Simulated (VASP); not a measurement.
Here is the system:

```
CELL_PARAMETERS angstrom
      0.00000     2.88654     2.88654
      2.88654     0.00000     2.88654
      2.88654     2.88654     0.00000
ATOMIC_POSITIONS crystal
  Al 0.00000 0.00000 0.00000
  As 0.25000 0.25000 0.25000
```

All values below come from RPBE GGA, VASP's PBE PAW potentials (set 64) (plane waves; VASP). Numerical set-up: 520 eV cut-off, 8×8×8 Γ-centred mesh, Gaussian smearing of 0.050 eV, potentials Al As.

### Question
What does the run give for the energy per atom (σ→0), band gap (on the k-mesh) with the smallest direct gap where there is one?

### Answer

```json
{
 "band gap (on the k-mesh)": "1.62 eV",
 "smallest direct gap (on the k-mesh)": "1.73 eV",
 "energy per atom (σ→0)": "-4.411 eV/atom"
}
```

Only differences to runs with the same potentials and settings are physical.

The compound is AlAs in the zinc blende structure. It was relaxed first, which changed the volume by +6 %.
